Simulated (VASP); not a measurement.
Output of a VASP run:

File OSZICAR:
```
       N       E                     dE             d eps       ncg     rms          rms(c)
DAV:   1     0.144478282139E+03    0.14448E+03   -0.93004E+03   840   0.160E+03
DAV:   2     0.690200339264E+01   -0.13758E+03   -0.12496E+03  1380   0.387E+02
DAV:   3     0.218649282272E+00   -0.66834E+01   -0.66262E+01  1060   0.848E+01
DAV:   4    -0.447508736747E-01   -0.26340E+00   -0.26260E+00  1440   0.178E+01
DAV:   5    -0.470545345261E-01   -0.23037E-02   -0.23032E-02  1000   0.151E+00    0.105E+02
DAV:   6    -0.945201997372E+01   -0.94050E+01   -0.19279E+02   840   0.241E+02    0.409E+01
DAV:   7    -0.104748591217E+02   -0.10228E+01   -0.31413E+00  1276   0.171E+01    0.267E+01
DAV:   8    -0.100992310033E+02    0.37563E+00   -0.11127E+00  1080   0.997E+00    0.159E+01
DAV:   9    -0.103940030556E+02   -0.29477E+00   -0.40940E-01  1024   0.878E+00    0.129E+01
DAV:  10    -0.105503363994E+02   -0.15633E+00   -0.71759E-01   848   0.772E+00    0.388E+00
DAV:  11    -0.104287067856E+02    0.12163E+00   -0.13699E-01   872   0.432E+00    0.128E+00
DAV:  12    -0.104308644309E+02   -0.21576E-02   -0.12685E-02  1356   0.114E+00    0.945E-01
DAV:  13    -0.104294434480E+02    0.14210E-02   -0.79167E-03   868   0.973E-01    0.188E-01
DAV:  14    -0.104315492342E+02   -0.21058E-02   -0.11366E-03  1352   0.418E-01    0.137E-01
DAV:  15    -0.104316589339E+02   -0.10970E-03   -0.67468E-04  1364   0.280E-01    0.855E-02
DAV:  16    -0.104322490978E+02   -0.59016E-03   -0.60624E-04   920   0.299E-01    0.191E-02
DAV:  17    -0.104322622720E+02   -0.13174E-04   -0.41801E-05  1016   0.737E-02    0.105E-02
DAV:  18    -0.104322567583E+02    0.55137E-05   -0.54682E-06  1256   0.231E-02    0.152E-02
DAV:  19    -0.104322681211E+02   -0.11363E-04   -0.10700E-05   872   0.450E-02    0.104E-02
DAV:  20    -0.104322723614E+02   -0.42403E-05   -0.41028E-06   976   0.239E-02    0.906E-03
DAV:  21    -0.104322716867E+02    0.67470E-06   -0.27314E-07   916   0.616E-03    0.319E-03
DAV:  22    -0.104322710933E+02    0.59344E-06   -0.21438E-07  1012   0.429E-03    0.392E-04
DAV:  23    -0.104322710284E+02    0.64873E-07   -0.12940E-08   488   0.137E-03
   1 F= -.10432271E+02 E0= -.10432271E+02  d E =-.448927E-11
```

File OUTCAR:
```
------------------------ aborting loop because EDIFF is reached ----------------------------------------
  FORCE on cell =-STRESS in cart. coord.  units (eV):
  Direction    XX          YY          ZZ          XY          YZ          ZX
  --------------------------------------------------------------------------------------
  Total        0.2444860      0.2444860      0.2444860      0.0000000     -0.0000000      0.0000000
  in kB       10.3718116     10.3718116     10.3718116      0.0000000     -0.0000000      0.0000000
  external PRESSURE =      10.3718116 kB  Pullay stress =       0.0000000 kB
  volume of cell :       37.77
      direct lattice vectors                 reciprocal lattice vectors
     0.000000000  2.662931602  2.662931602    -0.187762990  0.187762990  0.187762990
     2.662931602  0.000000000  2.662931602     0.187762990 -0.187762990  0.187762990
     2.662931602  2.662931602  0.000000000     0.187762990  0.187762990 -0.187762990
  FREE ENERGIE OF THE ION-ELECTRON SYSTEM (eV)
  ---------------------------------------------------
  free  energy   TOTEN  =       -10.4322710284 eV

  energy  without entropy=      -10.4322710284  energy(sigma->0) =      -10.43227103
```
(Selected blocks of OUTCAR.)

POSCAR:
```
KF
1
    0.0000000000     2.6629316024     2.6629316024
    2.6629316024     0.0000000000     2.6629316024
    2.6629316024     2.6629316024     0.0000000000
K F
1 1
Direct
  0.0000000000   0.0000000000   0.0000000000
  0.5000000000   0.5000000000   0.5000000000
```

**Question.** Write an INCAR and KPOINTS that could have produced this output.

**Answer.** This is not unique; one that fits is the input of the run itself, revTPSS meta-GGA, plane waves, VASP's PBE PAW potentials (set 64).

KPOINTS:
```
K-points
0
Gamma
9 9 9
0 0 0
```

INCAR:
```
! general
SYSTEM   =  KF
PREC     =  Accurate
ENCUT    =  520
LREAL    =  .FALSE.
LASPH    =  .TRUE.

! electronic loop
EDIFF    =  1E-7
NELM     =  100
ALGO     =  Normal
LMIXTAU  =  .TRUE.

! smearing
ISMEAR   =  0
SIGMA    =  0.05

! functional
METAGGA  =  RTPSS

! ions
ISIF     =  2

! output
LWAVE    =  .FALSE.
LCHARG   =  .FALSE.
```

POTCAR, in this order: K_sv F (PBE.64 set). Program: vasp_std.

The compound is KF in the rock salt structure. This cell is one point of a volume scan, at 0.97 of the reference volume.
